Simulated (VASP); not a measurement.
Input:

```xyz
1
Lattice="-1.4937 1.4937 1.4937 1.4937 -1.4937 1.4937 1.4937 1.4937 -1.4937" Properties=species:S:1:pos:R:3 pbc="T T T"
V      0.0000     0.0000     0.0000
```

These are AM05 GGA, VASP's PBE PAW potentials (set 64) (plane waves; VASP) values and carry that method's errors. Run with 520 eV cut-off, 17×17×17 Γ-centred mesh, first-order Methfessel-Paxton smearing of 0.10 eV, potentials V_sv.

Q: Give the stress tensor in GPa (positive for a compressed cell).

A: 
```
-5.26   0.00   0.00
 0.00  -5.26   0.00
 0.00   0.00  -5.26
```
The pressure is its mean diagonal, -5.26 GPa.

The compound is V in the bcc structure. This cell is one point of a volume scan, at 1.03 of the reference volume. The run is not spin-polarised, so no magnetic state was tried.
